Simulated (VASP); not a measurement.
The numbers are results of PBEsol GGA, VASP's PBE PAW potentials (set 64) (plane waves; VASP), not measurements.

VASP input:

File KPOINTS:
```
Automatic mesh
0
Gamma
13 13 13
0 0 0
```

INCAR:
```
SYSTEM = SnTe
PREC = Accurate; ENCUT = 400; LREAL = .FALSE.
LASPH = .TRUE.
EDIFF = 1E-8; NELM = 100; ALGO = Normal
LMAXMIX = 4
ISMEAR = 0; SIGMA = 0.01
GGA = PS
IBRION = 8; NSW = 1
LWAVE = .FALSE.; LCHARG = .FALSE.
LEPSILON = .TRUE.
```

**POSCAR**
```
SnTe
6.2850810
  0.0000000000   0.4999999751   0.4999999751
  0.4999999751   0.0000000000   0.4999999751
  0.4999999751   0.4999999751   0.0000000000
Sn Te
1 1
Cart
  0.0000000000   0.0000000000   0.0000000000
  0.4999999751   0.4999999751   0.4999999751
```

POTCAR, in this order: Sn_d Te (PBE.64 set). Program: vasp_std.

What VASP printed:

File OSZICAR:
```
...
RMM:   9    -0.594805661071E+01    0.22608E-07    0.81260E-06  3048   0.213E-04
RMM:  10    -0.594805654380E+01    0.66907E-07   -0.90036E-07  1874   0.927E-05
RMM:  11    -0.594805652396E+01    0.19845E-07   -0.20437E-07  1541   0.615E-05
RMM:  12    -0.594805652445E+01   -0.49168E-09    0.34665E-08  1325   0.525E-05
 Linear response to external field, progress :
  Direction:   1
       N       E                     dE             d eps       ncg     rms          rms(c)
RMM:   1    -0.759262112259E+01   -0.75926E+01   -0.53270E+01  7210   0.931E+00
RMM:   2    -0.111653440708E+02   -0.35727E+01   -0.19204E-01 10048   0.228E+00    0.423E+00
RMM:   3    -0.110477178455E+02    0.11763E+00   -0.14907E-01  8545   0.291E+00    0.237E+00
RMM:   4    -0.112931635464E+02   -0.24545E+00   -0.19941E-01  9614   0.330E+00    0.619E-01
RMM:   5    -0.113702513588E+02   -0.77088E-01   -0.16616E-02 10247   0.995E-01    0.114E-01
RMM:   6    -0.113717227023E+02   -0.14713E-02   -0.12203E-03 10442   0.239E-01    0.700E-02
RMM:   7    -0.113772515121E+02   -0.55288E-02   -0.16381E-04 10033   0.832E-02    0.138E-02
RMM:   8    -0.113783090087E+02   -0.10575E-02   -0.13651E-04  9620   0.374E-02    0.667E-03
RMM:   9    -0.113781527672E+02    0.15624E-03    0.12984E-04 10256   0.133E-02    0.138E-03
RMM:  10    -0.113781488402E+02    0.39269E-05   -0.36018E-05 11293   0.390E-03    0.972E-04
RMM:  11    -0.113781087026E+02    0.40138E-04   -0.32882E-06 10931   0.103E-03    0.245E-04
RMM:  12    -0.113781283413E+02   -0.19639E-04   -0.15131E-06 10131   0.408E-04    0.403E-05
RMM:  13    -0.113781302538E+02   -0.19125E-05   -0.19114E-06  8417   0.126E-04    0.344E-05
RMM:  14    -0.113781301638E+02    0.90012E-07    0.70882E-07  3091   0.528E-05    0.940E-06
 Linear response to external field, progress :
  Direction:   2
       N       E                     dE             d eps       ncg     rms          rms(c)
RMM:   1    -0.759378263828E+01   -0.75938E+01   -0.53282E+01  7227   0.932E+00
RMM:   2    -0.111653639772E+02   -0.35716E+01   -0.19181E-01 10048   0.228E+00    0.423E+00
RMM:   3    -0.110477125632E+02    0.11765E+00   -0.14900E-01  8552   0.291E+00    0.237E+00
RMM:   4    -0.112931704168E+02   -0.24546E+00   -0.19958E-01  9615   0.330E+00    0.619E-01
RMM:   5    -0.113701809616E+02   -0.77011E-01   -0.16600E-02 10255   0.995E-01    0.114E-01
RMM:   6    -0.113717307366E+02   -0.15498E-02   -0.12142E-03 10453   0.239E-01    0.699E-02
RMM:   7    -0.113772649233E+02   -0.55342E-02   -0.14356E-04 10066   0.829E-02    0.137E-02
RMM:   8    -0.113783147064E+02   -0.10498E-02    0.43430E-05  9631   0.370E-02    0.662E-03
RMM:   9    -0.113781570609E+02    0.15765E-03    0.10243E-04 10238   0.132E-02    0.136E-03
RMM:  10    -0.113781531071E+02    0.39538E-05   -0.11149E-05 11311   0.390E-03    0.971E-04
RMM:  11    -0.113781124815E+02    0.40626E-04   -0.89254E-06 10943   0.102E-03    0.269E-04
RMM:  12    -0.113781329351E+02   -0.20454E-04    0.55098E-06 10123   0.411E-04    0.403E-05
RMM:  13    -0.113781347949E+02   -0.18598E-05    0.45802E-06  8510   0.127E-04    0.341E-05
RMM:  14    -0.113781348057E+02   -0.10788E-07   -0.66949E-08  3064   0.525E-05    0.950E-06
 Linear response to external field, progress :
  Direction:   3
       N       E                     dE             d eps       ncg     rms          rms(c)
RMM:   1    -0.759378314950E+01   -0.75938E+01   -0.53282E+01  7227   0.932E+00
RMM:   2    -0.111653640083E+02   -0.35716E+01   -0.19186E-01 10047   0.228E+00    0.423E+00
RMM:   3    -0.110477126907E+02    0.11765E+00   -0.14900E-01  8552   0.291E+00    0.237E+00
RMM:   4    -0.112931713945E+02   -0.24546E+00   -0.19958E-01  9613   0.330E+00    0.619E-01
RMM:   5    -0.113701818060E+02   -0.77010E-01   -0.16601E-02 10255   0.995E-01    0.114E-01
RMM:   6    -0.113717297018E+02   -0.15479E-02   -0.12172E-03 10449   0.239E-01    0.699E-02
RMM:   7    -0.113772646519E+02   -0.55350E-02   -0.17168E-04 10065   0.829E-02    0.137E-02
RMM:   8    -0.113783142383E+02   -0.10496E-02   -0.23984E-04  9625   0.370E-02    0.661E-03
RMM:   9    -0.113781571014E+02    0.15714E-03   -0.19633E-04 10230   0.132E-02    0.136E-03
RMM:  10    -0.113781531948E+02    0.39065E-05   -0.26305E-05 11326   0.390E-03    0.972E-04
RMM:  11    -0.113781123017E+02    0.40893E-04    0.37491E-07 10934   0.102E-03    0.270E-04
RMM:  12    -0.113781328960E+02   -0.20594E-04    0.30123E-06 10086   0.419E-04    0.407E-05
RMM:  13    -0.113781347740E+02   -0.18780E-05   -0.31896E-09  8585   0.130E-04    0.351E-05
RMM:  14    -0.113781347746E+02   -0.52536E-09   -0.24383E-07  3056   0.529E-05    0.100E-05
RMM:  15    -0.113781349323E+02   -0.15775E-06    0.12593E-07  1716   0.466E-05    0.578E-06
 Linear response DOF=           2
 Linear response progress:
  Degree of freedom:   1/  2
       N       E                     dE             d eps       ncg     rms          rms(c)
RMM:   1    -0.215207455530E+00   -0.21521E+00    0.29769E-01  6773   0.118E+01
RMM:   2    -0.220430952974E+00   -0.52235E-02   -0.12879E-02  9596   0.995E-01    0.818E-02
RMM:   3    -0.220252914106E+00    0.17804E-03   -0.92249E-04 10455   0.279E-01    0.431E-02
RMM:   4    -0.219961741769E+00    0.29117E-03   -0.85281E-05 10336   0.830E-02    0.918E-03
RMM:   5    -0.219947431001E+00    0.14311E-04   -0.78635E-06 10538   0.263E-02    0.378E-03
RMM:   6    -0.219954033729E+00   -0.66027E-05   -0.12561E-06 10416   0.876E-03    0.121E-03
RMM:   7    -0.219954040058E+00   -0.63289E-08   -0.36985E-07 10768   0.349E-03    0.756E-04
RMM:   8    -0.219951826784E+00    0.22133E-05    0.45813E-07 10377   0.153E-03    0.204E-04
RMM:   9    -0.219951723678E+00    0.10311E-06    0.51545E-07 11127   0.722E-04    0.211E-04
RMM:  10    -0.219951428412E+00    0.29527E-06    0.64562E-07 10785   0.356E-04    0.114E-04
RMM:  11    -0.219951197459E+00    0.23095E-06    0.57680E-07 11212   0.184E-04    0.334E-05
RMM:  12    -0.219951148901E+00    0.48558E-07    0.27988E-07 11092   0.997E-05    0.531E-05
RMM:  13    -0.219951115823E+00    0.33078E-07    0.13773E-07 11132   0.498E-05    0.349E-05
RMM:  14    -0.219951121428E+00   -0.56052E-08    0.74521E-08  8904   0.252E-05    0.429E-05
 Linear response progress:
  Degree of freedom:   2/  2
       N       E                     dE             d eps       ncg     rms          rms(c)
RMM:   1    -0.468232805985E-01   -0.46823E-01    0.67141E-02 11282   0.985E-01
RMM:   2    -0.473367061351E-01   -0.51343E-03   -0.20240E-03 10132   0.247E-01    0.627E-02
RMM:   3    -0.475127527203E-01   -0.17605E-03   -0.16777E-04 10144   0.713E-02    0.484E-02
RMM:   4    -0.477697834757E-01   -0.25703E-03   -0.25540E-05  9923   0.361E-02    0.646E-03
RMM:   5    -0.477851422949E-01   -0.15359E-04   -0.11500E-06 10231   0.862E-03    0.316E-03
RMM:   6    -0.477832058341E-01    0.19365E-05   -0.10909E-07  9891   0.250E-03    0.723E-04
RMM:   7    -0.477824866666E-01    0.71917E-06   -0.10403E-08 10308   0.575E-04    0.160E-04
RMM:   8    -0.477823857387E-01    0.10093E-06   -0.21885E-07  9764   0.193E-04    0.295E-05
RMM:   9    -0.477822951066E-01    0.90632E-07    0.24776E-07 10570   0.646E-05    0.192E-05
RMM:  10    -0.477823596621E-01   -0.64555E-07    0.22205E-07 11058   0.191E-05    0.498E-06
RMM:  11    -0.477823432247E-01    0.16437E-07    0.58050E-08 10084   0.764E-06    0.489E-07
RMM:  12    -0.477823472295E-01   -0.40048E-08   -0.18457E-08  7246   0.244E-06    0.250E-07
 Linear response finished
```

OUTCAR:
```
------------------------ aborting loop because EDIFF is reached ----------------------------------------

 HEAD OF MICROSCOPIC STATIC DIELECTRIC TENSOR (INDEPENDENT PARTICLE, excluding Hartree and local field effects)
 ------------------------------------------------------
          66.273084     0.000000     0.000000
           0.000000    66.273084     0.000000
          -0.000000     0.000000    66.273084
 ------------------------------------------------------

 MACROSCOPIC STATIC DIELECTRIC TENSOR (including local field effects in DFT)
 ------------------------------------------------------
          64.592748    -0.000000    -0.000000
          -0.000000    64.592748     0.000000
           0.000000     0.000000    64.592748
 ------------------------------------------------------

 PIEZOELECTRIC TENSOR (including local field effects)  for field in x, y, z        (e  Angst)
          XX          YY          ZZ          XY          YZ          ZX
  --------------------------------------------------------------------------------
  x     0.00000     0.00000     0.00000     0.00000     0.00000     0.00000
  y     0.00000     0.00000     0.00000     0.00000     0.00000     0.00000
  z     0.00000     0.00000     0.00000     0.00000     0.00000     0.00000

 PIEZOELECTRIC TENSOR (including local field effects)  for field in x, y, z        (C/m^2)
          XX          YY          ZZ          XY          YZ          ZX
  --------------------------------------------------------------------------------
  x     0.00000     0.00000     0.00000     0.00000     0.00000     0.00000
  y     0.00000     0.00000     0.00000     0.00000     0.00000     0.00000
  z     0.00000     0.00000     0.00000     0.00000     0.00000     0.00000

 BORN EFFECTIVE CHARGES (including local field effects) (in |e|, cummulative output)
 ---------------------------------------------------------------------------------
 ion    1
    1     7.70840     0.00000     0.00000
    2     0.00000     7.70840     0.00000
    3     0.00000     0.00000     7.70840
 ion    2
    1    -7.70840     0.00000     0.00000
    2     0.00000    -7.70840     0.00000
    3     0.00000     0.00000    -7.70840

   1 f  =    1.028497 THz     6.462236 2PiTHz   34.306962 cm-1     4.253519 meV
             X         Y         Z           dx          dy          dz
      0.000000  0.000000  0.000000     0.704951   -0.000000   -0.000000
      3.142540  3.142540  3.142540    -0.709256   -0.000000   -0.000000

   2 f  =    1.028497 THz     6.462236 2PiTHz   34.306962 cm-1     4.253519 meV
             X         Y         Z           dx          dy          dz
      0.000000  0.000000  0.000000    -0.000000   -0.704951   -0.000000
      3.142540  3.142540  3.142540     0.000000    0.709256   -0.000000

   3 f  =    1.028497 THz     6.462236 2PiTHz   34.306962 cm-1     4.253519 meV
             X         Y         Z           dx          dy          dz
      0.000000  0.000000  0.000000     0.000000    0.000000   -0.704951
      3.142540  3.142540  3.142540     0.000000    0.000000    0.709256

   4 f/i=    0.021698 THz     0.136334 2PiTHz    0.723777 cm-1     0.089737 meV
             X         Y         Z           dx          dy          dz
      0.000000  0.000000  0.000000    -0.280668    0.532747    0.374766
      3.142540  3.142540  3.142540    -0.278965    0.529514    0.372492

   5 f/i=    0.021698 THz     0.136334 2PiTHz    0.723777 cm-1     0.089737 meV
             X         Y         Z           dx          dy          dz
      0.000000  0.000000  0.000000     0.107612   -0.364544    0.598808
      3.142540  3.142540  3.142540     0.106958   -0.362332    0.595174

   6 f/i=    0.021698 THz     0.136334 2PiTHz    0.723777 cm-1     0.089737 meV
             X         Y         Z           dx          dy          dz
      0.000000  0.000000  0.000000     0.642409    0.293823    0.063427
      3.142540  3.142540  3.142540     0.638510    0.292039    0.063042

 MACROSCOPIC STATIC DIELECTRIC TENSOR IONIC CONTRIBUTION
 ------------------------------------------------------
         649.541661     0.000000     0.000000
           0.000000   649.541661    -0.000000
           0.000000    -0.000000   649.541661
 ------------------------------------------------------

 ELASTIC MODULI CONTR FROM IONIC RELAXATION (kBar)
 Direction    XX          YY          ZZ          XY          YZ          ZX
 --------------------------------------------------------------------------------
 XX           0.0000      0.0000      0.0000      0.0000      0.0000      0.0000
 YY           0.0000      0.0000      0.0000      0.0000      0.0000      0.0000
 ZZ           0.0000      0.0000      0.0000      0.0000      0.0000      0.0000
 XY           0.0000      0.0000      0.0000      0.0000      0.0000      0.0000
 YZ           0.0000      0.0000      0.0000      0.0000      0.0000      0.0000
 ZX           0.0000      0.0000      0.0000      0.0000      0.0000      0.0000
 --------------------------------------------------------------------------------

 PIEZOELECTRIC TENSOR IONIC CONTR  for field in x, y, z        (C/m^2)
          XX          YY          ZZ          XY          YZ          ZX
  --------------------------------------------------------------------------------
  x     0.00000     0.00000     0.00000     0.00000     0.00000     0.00000
  y     0.00000     0.00000     0.00000     0.00000     0.00000     0.00000
  z     0.00000     0.00000     0.00000     0.00000     0.00000     0.00000
```
(Selected blocks of OUTCAR.)

The dielectric response may not be converged in the k-mesh; for small gaps it tends to come out too large.

The compound is SnTe in the rock salt structure, which distorts at low temperature. It was relaxed first.
